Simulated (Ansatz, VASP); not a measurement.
# HfSi: VASP beside Ansatz

One calculation is typed for both programs; each brings its own data sets. How far apart do they land? The cell is generated by rule, not measured, and may not be a known phase. The cell is taken from a series of runs on this material, whose earlier steps may have relaxed, scaled, displaced or heated it; both programs get it as it stands.

Method: plane waves, with VASP 6.6.1 beside it; relaxation of cell and atoms at LDA, in Ansatz 0.2.0.

## (1) Starting point

The structure is tetragonal, space group P4/mmm (No. 123). The conventional cell has a = 3.446 Å, b = 3.446 Å, c = 2.806 Å, α = 90.00°, β = 90.00°, γ = 90.00°. Hf has 2 Hf at 2.81 Å and 8 Si at 2.81 Å nearest. Nearest to Si lie 2 Si at 2.81 Å and 8 Hf at 2.81 Å. Farther neighbours are not listed.

Structure file:

```xyz
2
Lattice="3.4458 0.0000 0.0000 0.0000 3.4458 0.0000 0.0000 0.0000 2.8056" Properties=species:S:1:pos:R:3 pbc="T T T"
Hf    0.0000    0.0000    0.0000
Si    1.7229    1.7229    1.4028
```

## (2) VASP: relaxation of cell and atoms, LDA, pair 1

The relaxed volume is the usual yardstick between codes: in a stiff, nearly cubic crystal its relative difference is about their pressure difference at one cell divided by the bulk modulus.

Lines of VASP's logs that name or quote its potential files are left out, and so is its time.

INCAR reads:

```
SYSTEM = HfSi
PREC = Accurate
ENCUT = 500
EDIFF = 1E-07
NELM = 120
ISMEAR = 1
SIGMA = 0.15
LREAL = .FALSE.
ALGO = Normal
GGA = PW92
NBANDS = 13
LASPH = .TRUE.
LORBIT = 11
LWAVE = .FALSE.
LCHARG = .FALSE.
ISIF = 3
IBRION = 2
NSW = 80
EDIFFG = -0.005
GGA_COMPAT = .FALSE.
NELMIN = 4
KPAR = 2
```

POSCAR reads:

```
HfSi
1.0
    3.4458130000      0.0000000000      0.0000000000
    0.0000000000      3.4458130000      0.0000000000
    0.0000000000      0.0000000000      2.8055740000
Hf Si
1 1
Direct
    0.0000000000      0.0000000000      0.0000000000
    0.5000000000      0.5000000000      0.5000000000
```

KPOINTS reads:

```
Automatic mesh
0
Gamma
10 10 14
0 0 0
```

The projector-augmented-wave data sets are Hf_pv and Si (LDA family, release 64).

On the command line:

```sh
$ mpirun -np 2 vasp_std
```

Numbers of over 12 decimals in the logs are rounded to 6 here.

What it wrote:

```text
[banner, memory and clock lines left out]
running    2 mpi-ranks, on    1 nodes
 distrk:  each k-point on    1 cores,    2 groups
 distr:  one band on    1 cores,    1 groups

 POSCAR found type information on POSCAR HfSi
 POSCAR found :  2 types and       2 ions
|                                                                             |
|               ----> ADVICE to this user running VASP <----                  |
|                                                                             |
|     You enforced a specific xc type in the INCAR file but a different       |
|     [... a line on the potential file left out ...]
|     I HOPE YOU KNOW WHAT YOU ARE DOING!                                     |
|                                                                             |

 LDA part: xc-table for (Slater(with rela. corr.)+PW92), standard interpolation
 POSCAR, INCAR and KPOINTS ok, starting setup
 FFT: planning ... GRIDC
 FFT: planning ... GRID_SOFT
 FFT: planning ... GRID
 WAVECAR not read
 entering main loop
       N       E                     dE             d eps       ncg     rms          rms(c)
DAV:   1     0.215659484590E+02    0.21566E+02   -0.69171E+03  4368   0.948E+02
DAV:   2    -0.171437333353E+02   -0.38710E+02   -0.36656E+02  5560   0.187E+02
DAV:   3    -0.182544795275E+02   -0.11107E+01   -0.11006E+01  5624   0.222E+01
DAV:   4    -0.182619932708E+02   -0.75137E-02   -0.75107E-02  5102   0.233E+00
DAV:   5    -0.182620662278E+02   -0.72957E-04   -0.72954E-04  5551   0.211E-01    0.448E+01
DAV:   6    -0.176821342014E+02    0.57993E+00   -0.93522E-01  5058   0.593E+00    0.289E+01
DAV:   7    -0.176190006468E+02    0.63134E-01   -0.29268E-01  5327   0.371E+00    0.207E+00
DAV:   8    -0.176083824456E+02    0.10618E-01   -0.29563E-02  4848   0.115E+00    0.847E-01
DAV:   9    -0.176079596158E+02    0.42283E-03   -0.27737E-03  5418   0.374E-01    0.390E-01
DAV:  10    -0.176079578676E+02    0.17482E-05   -0.75113E-05  5333   0.549E-02    0.783E-02
DAV:  11    -0.176079572760E+02    0.59163E-06   -0.42535E-06  5228   0.139E-02    0.166E-02
DAV:  12    -0.176079572100E+02    0.66009E-07   -0.30827E-07  5093   0.403E-03
   1 F= -.17607957E+02 E0= -.17607859E+02  d E =-.176080E+02
[...]
2 F= -.17608756E+02 E0= -.17608693E+02  d E =-.798689E-03
[...]
3 F= -.17608865E+02 E0= -.17608792E+02  d E =-.907755E-03
[...]
4 F= -.17609000E+02 E0= -.17608926E+02  d E =-.135326E-03
 trial-energy change:   -0.000135  1 .order   -0.000135   -0.000442    0.000173
 step:   0.6826(harm=  0.6826)  dis= 0.00000  next Energy=   -17.609024 (dE=-0.159E-03)
 bond charge predicted
       N       E                     dE             d eps       ncg     rms          rms(c)
DAV:   1    -0.176091242270E+02   -0.12395E-03   -0.33000E-03  4553   0.425E-01    0.911E-02
DAV:   2    -0.176090468645E+02    0.77362E-04   -0.11165E-04  5018   0.798E-02    0.311E-02
DAV:   3    -0.176090260762E+02    0.20788E-04   -0.35193E-05  5287   0.404E-02    0.249E-02
DAV:   4    -0.176090248529E+02    0.12233E-05   -0.19061E-06  5864   0.947E-03    0.207E-02
DAV:   5    -0.176090245269E+02    0.32598E-06   -0.53038E-07  5532   0.465E-03    0.336E-03
DAV:   6    -0.176090245275E+02   -0.64142E-09   -0.31706E-08  2439   0.116E-03
   5 F= -.17609025E+02 E0= -.17608949E+02  d E =-.159562E-03
 curvature:  -0.41 expect dE=-0.135E-06 dE for cont linesearch -0.314E-09
 trial: gam=-0.00890 g(F)=  0.113E-66 g(S)=  0.331E-06 ort =-0.655E-06 (trialstep = 0.896E+00)
 search vector abs. value=  0.387E-06
 reached required accuracy - stopping structural energy minimisation
```

Parts of OUTCAR (step 2):

```text
ion  position               nearest neighbor table
   1  0.000  0.000  0.000-   2 2.81   2 2.81   2 2.81   2 2.81   2 2.81   2 2.81   2 2.81   2 2.81

  LATTYP: Found a simple tetragonal cell.
 ALAT       =     3.4458130000
 C/A-ratio  =     0.8141979846

 Subroutine GETGRP returns: Found 16 space group operations
 (whereof 16 operations were pure point group operations)

The static configuration has the point symmetry D_4h.

 Found    168 irreducible k-points:

   k-points           NKPTS =    168   k-points in BZ     NKDIM =    168   number of bands    NBANDS=     13

   dimension x,y,z NGX =    28 NGY =   28 NGZ =   20
   dimension x,y,z NGXF=    56 NGYF=   56 NGZF=   40

   ENCUT  =  500.0 eV  36.75 Ry    6.06 a.u.   6.28  6.28  5.12*2*pi/ulx,y,z

   NELECT =      14.0000    total number of electrons

 k-points in reciprocal lattice and weights: Automatic mesh
   0.00000000  0.00000000  0.00000000       0.001
   0.10000000  0.00000000  0.00000000       0.003
   0.20000000  0.00000000  0.00000000       0.003
   0.30000000  0.00000000  0.00000000       0.003
   0.40000000  0.00000000  0.00000000       0.003
   0.50000000  0.00000000  0.00000000       0.001
   0.10000000  0.10000000  0.00000000       0.003
   0.20000000  0.10000000  0.00000000       0.006
   0.30000000  0.10000000  0.00000000       0.006
[...]
0.50000000  0.40000000  0.50000000       0.003
   0.50000000  0.50000000  0.50000000       0.001

 average (electrostatic) potential at core
       1 -34.5101       2 -83.0101

 E-fermi :   7.7231

 k-point     1 :       0.0000    0.0000    0.0000
  band No.  band energies     occupation
    ...
      2     -22.5765      2.00000
      3     -21.8389      2.00000
      4      -3.8179      2.00000
      5       5.2581      2.00000
      6       5.5304      2.00000
      7       8.3086     -0.00000
      8       8.3086     -0.00000
      9       9.8722     -0.00000
     10      12.8420      0.00000
     11      12.8420      0.00000
    ...

 k-point     2 :       0.1000    0.0000    0.0000
  band No.  band energies     occupation
    ...
      3     -21.8376      2.00000
      4      -3.6626      2.00000
      5       4.9911      2.00000
      6       5.5391      2.00000
      7       7.7174      1.06369
      8       8.3134     -0.00000
      9      10.6060     -0.00000
     10      12.1878      0.00000
     11      12.8754      0.00000
     12      14.2676      0.00000
    ...

 k-point     3 :       0.2000    0.0000    0.0000
  band No.  band energies     occupation
    ...
      3     -21.8340      2.00000
      4      -3.2122      2.00000
      5       4.0368      2.00000
      6       5.7474      2.00000
      7       6.8737      2.00000
      8       8.6530     -0.00000
      9      11.4175      0.00000
     10      11.8739      0.00000
     11      12.9651      0.00000
     12      14.8094      0.00000
    ...

  Total        0.0008577      0.0008577      0.0035029      0.0000000      0.0000000      0.0000000
  in kB        0.0413793      0.0413793      0.1689935      0.0000000      0.0000000      0.0000000
  external PRESSURE =       0.0839174 kB  Pullay stress =       0.0000000 kB

  energy-cutoff  :      500.00
  volume of cell :       33.21
      direct lattice vectors                 reciprocal lattice vectors
     3.451927606  0.000000000 -0.000000000     0.289693213  0.000000000 -0.000000000
    -0.000000000  3.451927606  0.000000000    -0.000000000  0.289693213 -0.000000000
     0.000000000  0.000000000  2.787038513     0.000000000 -0.000000000  0.358803797

 POSITION                                       TOTAL-FORCE (eV/Angst)
 -----------------------------------------------------------------------------------
      0.00000      0.00000      0.00000         0.000000      0.000000      0.000000
      1.72596      1.72596      1.39352        -0.000000     -0.000000      0.000000
 -----------------------------------------------------------------------------------
    total drift:                               -0.000000     -0.000000     -0.000000

  FREE ENERGIE OF THE ION-ELECTRON SYSTEM (eV)
  ---------------------------------------------------
  free  energy   TOTEN  =       -17.6090245275 eV

  energy  without entropy=      -17.6087975059  energy(sigma->0) =      -17.60894885

 reached required accuracy - stopping structural energy minimisation

 total charge
# of ion       s       p       d       tot
------------------------------------------
    1        0.358   6.404   1.843   8.605
    2        0.777   0.911   0.000   1.688
--------------------------------------------------
tot          1.135   7.315   1.843  10.293

[... 3 further parts left out ...]
```

CONTCAR:

```
HfSi
   1.00000000000000
     3.4519276061369917    0.0000000000000000   -0.0000000000000000
    -0.0000000000000000    3.4519276061369917    0.0000000000000000
     0.0000000000000000    0.0000000000000000    2.7870385132766775
  Hf              Si
     1     1
Direct
     0.0000000000000000    0.0000000000000000    0.0000000000000000
     0.5000000000000000    0.5000000000000000    0.5000000000000000
```

The run keeps the 16 symmetry operations of its start, so it cannot find a distortion of lower symmetry.

## (3) Ansatz: relaxation of cell and atoms, LDA, pair 1

Ansatz runs on its default PAW (the set named soft_2) files.

The same cell, functional (in two slightly different forms), mesh and smearing now go to Ansatz, which takes its cutoff from its data sets.

input.yaml reads:

```yaml
crystal:
  lattice:
    - [3.4458127568, 0.0, 0.0]
    - [0.0, 3.4458127568, 0.0]
    - [0.0, 0.0, 2.8055743937]
  atoms:
    - { symbol: Hf, position: [0.0, 0.0, 0.0] }
    - { symbol: Si, position: [0.5, 0.5, 0.5] }
kpoints:
  mp_grid: { grid: [10, 10, 14] }
hamiltonian:
  xc: lda
scf:
  occupations: { method: methfessel_paxton, width: 0.15 }
output:
  forces: true
  stress: true
  eigenvalues: true
relax:
  adjacent_minimum: "off"
  f_tol: 0.001
  max_steps: 60
  cell: { stress_tol: 0.01 }
```

On the command line:

```sh
$ ansatz run input.yaml --threads 4 --pin off --max-ram 7168MiB --backend cpu --events-out ev --progress --plain --runs-dir out
```

What it wrote:

```text
Engine: ansatz 0.2.0, aarch64-unknown-linux-gnu
Pseudopotentials: kind: paw
Pseudopotential: Hf, paw, valence charge 26, recommended cutoff 420 eV (normal), Hf.paw.azcp
Pseudopotential: Si, paw, valence charge 4, recommended cutoff 420 eV (normal), Si.paw.azcp
Functional definition: SPW92
  exchange = slater_x
  correlation = pw_c
Crystal: 2 atoms, lattice volume = 33.312 Å³
Basis set: ecut = 420 eV, 653 PW (Γ)
Bands: 19, of which v1, the nominal top of the filled ones, is band 15 counted from 1 (14 counted from 0)
Symmetry: 16 space group operations
Space group: P4/mmm (ITA 123), of the structure as read, at distance tolerance 3.2e-5 Å
k-points: 168 of 1400
Non-local potential: Hf, projectors of the file, l = 0: 3, l = 1: 2, l = 2: 2, l = 3: 3
Non-local potential: Si, projectors of the file, l = 0: 2, l = 1: 2, l = 2: 2
PAW form: soft (Blöchl's): semilocal exchange-correlation on the pseudo side does not see the compensation charge
PAW frozen core: Hf, regenerated for the run's functional, and the local potential with it (the file was generated under x = pbe(κ = 0.804, μ = 0.219515), c = pbe(β = 0.066725))
PAW frozen core: Si, regenerated for the run's functional, and the local potential with it (the file was generated under x = pbe(κ = 0.804, μ = 0.219515), c = pbe(β = 0.066725))
PAW one-centre angular grid: Hf, 590 points (default); XC on 64 Gauss nodes
PAW one-centre angular grid: Si, 110 points (default); XC on 64 Gauss nodes
Initial density: superposition of atomic densities (neutral atoms: chi_scale 0, normalization atom), corrected by the library's trained network
Initial wavefunctions: pseudopotential atomic-orbital guess
Functional: x = slater, c = lda
SCF iter   1: F=—  HF=-16086.456641 eV  |F-HF|=—  |Δ(HF+E_count)|=         —  Δρ=6.98e-3  dr2=1.45e-2  ethr=1.77e-3  ⟨swp⟩=4.9  Hψ=13330  notcnv=0
preconditioner: auto → Kerker (q_TF=auto, 2.681 Å⁻¹)  [metal: Δε(μ)=0.004 eV  Ē_g=16.688 eV  σ=0.150 eV  W_gap=0.02  n_scr=10 (ndim 8)  ℏωp=34.0 eV  f_vac=0.000  D(μ)=1.04/eV (n_scr^D=6)]
SCF iter   2: F=—  HF=-16086.454557 eV  |F-HF|=—  |Δ(HF+E_count)|=   2.08e-3  S|Δr|=    0.00e0  Δρ=4.16e-3  dr2=4.77e-3  ethr=4.83e-5  ⟨swp⟩=1.5  Hψ=5425  notcnv=0
SCF iter   3: F=—  HF=-16086.454342 eV  |F-HF|=—  |Δ(HF+E_count)|=   2.15e-4  S|Δr|=    0.00e0  Δρ=1.31e-3  dr2=7.02e-4  ethr=1.59e-5  ⟨swp⟩=2.0  Hψ=4645  notcnv=0
SCF iter   4: F=—  HF=-16086.453572 eV  |F-HF|=—  |Δ(HF+E_count)|=   7.70e-4  S|Δr|=    0.00e0  Δρ=4.34e-4  dr2=4.47e-5  ethr=2.34e-6  ⟨swp⟩=2.0  Hψ=5721  notcnv=0
SCF iter   5: F=—  HF=-16086.453561 eV  |F-HF|=—  |Δ(HF+E_count)|=   1.08e-5  S|Δr|=    0.00e0  Δρ=4.05e-5  dr2=5.42e-7  ethr=1.49e-7  ⟨swp⟩=2.0  Hψ=5699  notcnv=0
SCF iter   6: F=—  HF=-16086.453561 eV  |F-HF|=—  |Δ(HF+E_count)|=   2.69e-7  S|Δr|=    0.00e0  Δρ=1.46e-5  dr2=4.14e-8  ethr=3.33e-10  ⟨swp⟩=5.9  Hψ=15405  notcnv=0
SCF iter   7: F=-16086.453561 eV  HF=-16086.453561 eV  |F-HF|=3.26e-8  |Δ(HF+E_count)|=   1.95e-8  S|Δr|=    0.00e0  Δρ=6.80e-6  dr2=8.25e-9  ethr=1.38e-10  ⟨swp⟩=4.0  Hψ=11147  notcnv=0
SCF 1 converged in 7 iterations: F = -16086.453561 eV  dr2 = 8.25e-9
  greatest PAW one-centre occupation: 0.998 electrons in one spin orbital (limit 2), on the Hf atom at site 0 (counted from 0), in its partial waves of l = 3
relax step   1: F+E_penalty+E_count = -16086.45356081 eV  Δ(F+E_penalty+E_count) = +0.000e0 eV  max|allowed force component| = 6.311e-30 eV/Å  Δτ_max = 0.0000 Å  P = -0.623 GPa  Ω = 33.312 Å³  (7 SCF iters, dr2 threshold 1.00e-7 eV, accepted)
[...]
relax step   2: F+E_penalty+E_count = -16086.45416176 eV  Δ(F+E_penalty+E_count) = -6.010e-4 eV  max|allowed force component| = 3.944e-31 eV/Å  Δτ_max = 0.0000 Å  P = +0.555 GPa  Ω = 33.049 Å³  energy of the carried Pulay correction = +7.777e-5 eV  (6 SCF iters, dr2 threshold 2.00e-7 eV, accepted)
[...]
relax step   3: F+E_penalty+E_count = -16086.45442745 eV  Δ(F+E_penalty+E_count) = -2.657e-4 eV  max|allowed force component| = 2.367e-30 eV/Å  Δτ_max = 0.0000 Å  P = -0.026 GPa  Ω = 33.180 Å³  energy of the carried Pulay correction = +4.073e-5 eV  (4 SCF iters, dr2 threshold 2.00e-7 eV, accepted)
[...]
relax step   4: F+E_penalty+E_count = -16086.45442964 eV  Δ(F+E_penalty+E_count) = -2.197e-6 eV  max|allowed force component| = 2.169e-30 eV/Å  Δτ_max = 0.0000 Å  P = +0.001 GPa  Ω = 33.174 Å³  energy of the carried Pulay correction = +4.241e-5 eV  (5 SCF iters, dr2 threshold 1.87e-9 eV, accepted)
[...]
relax step   5: F+E_penalty+E_count = -16086.45438533 eV  Δ(F+E_penalty+E_count) = +4.431e-5 eV  max|allowed force component| = 9.861e-31 eV/Å  Δτ_max = 0.0000 Å  P = +0.000 GPa  Ω = 33.174 Å³  stress off target by 4.04e-3 GPa  SCF on the basis re-selected at this cell (its energy is not comparable with the rows above)  (5 SCF iters)
basis re-selected at this cell: Δ(F+E_penalty+E_count) = +4.431e-5 eV, ΔP = -0.001 GPa vs the last step (what re-selecting the basis moved, of the pressure what is left beyond the Pulay correction that the steps carried, after the strain that the cell walked since its last selection, with what the two solves' SCF thresholds leave and, on support functions, any second-order correction that the steps lacked; it is no m [...]
SCF converged after 5 iterations
Stability not checked: this state was not tested for a lower state beside it, because cold or Methfessel-Paxton smearing, or corrected tetrahedra, fill the levels in a way that the test cannot read (fill_not_monotonic; see scf.lower_state_search)
Free energy (F): -16086.454385 eV
Harris-Foulkes:  -16086.454385 eV  (|F-HF|=1.82e-12)
Internal energy: -16086.454116 eV  (E = F + TS)
E sigma→0 (E₀):  -16086.454318 eV
Entropy (-TS):   -0.000269 eV (-0.134 meV/atom)
Fermi energy:    17.870418 eV
--- Per-component energies (eV) ---
  E_band       = 33.506628
  E_kinetic    = 471.129490
  E_local      = -5882.636178  (includes V_loc(G=0)·N_el)
  E_nonlocal   = -1205.710725
  E_hartree    = 2778.853729
  E_xc         = -355.218459
  E_vxc        = -317.468432  (∫ρ·V_xc dr)
  E_paw        = -7172.322776  (= ΣΔE_a)
  E_vpaw       = 1410.484996  (= ΣTr[D̂ρ^β])
  E_aug_tail   = 0.000004  (compensation charges beyond the density's cutoff)
  E_ewald      = -4723.090775
  E_core_change = 2.541573  (= ΣΔE_core)
  E_smearing   = -0.000269  (= −TS)
  E_closure    = 0.000000  (closes the sum)
  Σ components = -16086.454385   (vs F -16086.454385, Δ=0.00e0)
--- Forces (eV/Å), atoms counted from 1 ---
  atom   1  Hf    -0.00000000    -0.00000000     0.00000000
  atom   2  Si     0.00000000     0.00000000     0.00000000
  max |Σ_I F_I| component: 1.58e-30 eV/Å
--- Stress (GPa, compression-positive) ---
        0.002179      -0.000000      -0.000000
       -0.000000       0.002179      -0.000000
       -0.000000      -0.000000      -0.004038
  P = ⅓ Tr σ = 0.0001 GPa (0.001 kbar)
--- Band table (eV; the first three rows and the last of 168) ---
  k-point 0: bands = [... 11 lower, 6.3028, 15.4016, 15.6689, 18.4818, 18.4818, 20.0260, 22.9594, 22.9594]
  k-point 1: bands = [... 11 lower, 6.4222, 15.4820, 15.8412, 18.3964, 18.3964, 20.0858, 22.7980, 22.8811]
  k-point 2: bands = [... 11 lower, 6.7693, 15.7191, 16.2057, 18.1329, 18.1329, 20.2595, 21.5372, 22.7698]
  k-point 167: bands = [... 11 lower, 12.8822, 13.1808, 13.1808, 13.8979, 21.0227, 21.0227, 22.9273, 23.3039]
--- Relaxed structure (4 steps of the walk, 4 accepted, 1 SCFs on fresh bases) ---
  F+E_penalty+E_count = -16086.45438533 eV   max|allowed force component| = 9.861e-31 eV/Å   (the final SCF, on the basis selected at the relaxed cell)
  cell:  # Å, volume = 33.1739 Å³
    - [3.448387, 0, 0]
    - [0, 3.448387, 0]
    - [0, 0, 2.789745]
  atoms:
    - { symbol: Hf, position: [0, 0, 0] }
    - { symbol: Si, position: [0.5, 0.5, 0.5] }
```

Reading the cycles: dr2 is the Hartree energy of the density residual (eV), the measure of convergence; HF is the Harris–Foulkes estimate of the energy, which meets the free energy F at convergence.

## (4) Differences

Known differences besides the potentials themselves: the data sets hold 30 valence electrons in Ansatz (on its default PAW (the set named soft_2) files) and 14 in VASP; the cutoff is 420 eV in Ansatz and 500 eV in VASP; VASP's log shows a relativistic correction to its local exchange, Ansatz's none; Ansatz adds a Pulay correction to the stress that steers its cell, VASP none. Total energies have different zeros and are not compared.

Both answers:

| quantity | Ansatz | VASP | difference |
| --- | --- | --- | --- |
| volume (Å³) | 33.17 | 33.21 | -0.11 % |
| edge a after relaxation, in the typed setting (Å) | 3.448 | 3.452 | -0.10 % |
| edge c after relaxation, in the typed setting (Å) | 2.790 | 2.787 | +0.10 % |

(Part 1 of 2 ends here.)

[Lines on the potential files, build, host, timing and source positions are cut from VASP's logs without a mark.]

[Logs are printed without paths, hosts, clocks, repeated set-up lines and the standing remarks that a program may print on its own settings, such as how far it seeks lower states.]

[Hosts, paths, dates, database ids (printed as entryN), source tags and the programs' standing remarks are cut or masked in the printed files.]
